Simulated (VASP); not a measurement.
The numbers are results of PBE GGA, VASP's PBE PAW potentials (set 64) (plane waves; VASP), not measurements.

A VASP calculation is set up with these files.

File POSCAR:
```
MgO
1
    0.0000000000     2.1050000000     2.1050000000
    2.1050000000     0.0000000000     2.1050000000
    2.1050000000     2.1050000000     0.0000000000
Mg O
1 1
Direct
  0.0000000000   0.0000000000   0.0000000000
  0.5000000000   0.5000000000   0.5000000000
```

### INCAR
```
SYSTEM = MgO
PREC = Normal
ENCUT = 500
EDIFF = 1E-8
NELM = 1
ALGO = Exact
LREAL = .FALSE.
LASPH = .TRUE.
ISMEAR = 0
SIGMA = 0.01
GGA = PE
LWAVE = .TRUE.
LCHARG = .FALSE.
NBANDS = 489
LOPTICS = .TRUE.
```

### KPOINTS
```
kpoints
0
gamma
  6 6 6
0 0 0
```

POTCAR, in this order: Mg_sv_GW O_GW_new (PBE.64 set). Program: vasp_std. Read from the step before: WAVECAR.

Output

### OSZICAR
```
       N       E                     dE             d eps       ncg     rms          rms(c)
DIA:   1    -0.260149788897E+02   -0.26015E+02    0.00000E+00     0   0.000E+00
   1 F= -.26014979E+02 E0= -.26014979E+02  d E =0.000000E+00
 imaginary and real dielectric function
```

File OUTCAR:
```


 plasma frequency squared (from intraband transitions) (eV^2)
  --------------------------------------------------------------------------------------
       0.000       0.000       0.000
       0.000       0.000       0.000
       0.000       0.000       0.000

 plasma frequency squared (from interband transitions, int dw w eps(2)(w)) (eV^2)
  --------------------------------------------------------------------------------------
    1109.629       0.000       0.000      -0.000      -0.000       0.000
       0.000       0.000    1109.629       0.000       0.000       0.000
      -0.000      -0.000       0.000      -0.000    1109.629       0.000
```
(Selected blocks of OUTCAR.)

OUTCAR:
```
 val. band max:        4.4050611221   @ k =   0.0000   0.0000   0.0000

 cond. band min:       9.1501559787   @ k =   0.0000   0.0000   0.0000



 k-point     1 :       0.0000    0.0000    0.0000
  band No.  band energies     occupation
      1     -67.8881      2.00000
      2     -34.6194      2.00000
      3     -34.6192      2.00000
      4     -34.6192      2.00000
      5     -12.8509      2.00000
      6       4.4040      2.00000
      7       4.4051      2.00000
      8       4.4051      2.00000
      9       9.1502      0.00000
     10      20.2164      0.00000
     11      20.2164      0.00000
     12      20.2165      0.00000
     13      24.1149      0.00000
     14      25.9082      0.00000
     15      25.9082      0.00000
     16      28.7802      0.00000
     17      28.7809      0.00000
     18      28.7809      0.00000
     19      42.8052      0.00000
     20      42.8057      0.00000
     21      42.8057      0.00000
     22      43.4500      0.00000
     23      54.2377      0.00000
     24      54.2377      0.00000
     25      54.2379      0.00000
     26      59.9884      0.00000
     27      59.9884      0.00000
     28      61.4444      0.00000
     29      61.4444      0.00000
     30      61.4450      0.00000
     31      65.1978      0.00000
     32      69.0426      0.00000
     33      69.0426      0.00000
     34      76.9738      0.00000
     35      76.9738      0.00000
     36      76.9738      0.00000
     37      77.0283      0.00000
     38      77.0283      0.00000
     39      77.0284      0.00000
     40      84.6500      0.00000
     41      84.6501      0.00000
     42      84.6501      0.00000
     43      86.1635      0.00000
     44      86.1635      0.00000
     45      86.1644      0.00000
     46      87.6562      0.00000
     47      87.6564      0.00000
     48      87.6564      0.00000
     49      88.1089      0.00000
     50      90.1028      0.00000
     51      90.1032      0.00000
     52      90.1032      0.00000
...
```

The density is held fixed in this step, so its total energy and stress have no physical meaning.

The compound is MgO in the rock salt structure. The cell was not relaxed at this level. The k-mesh is coarse (spacing up to 0.43 per Å, 2π included), so the numbers may not be converged in it.
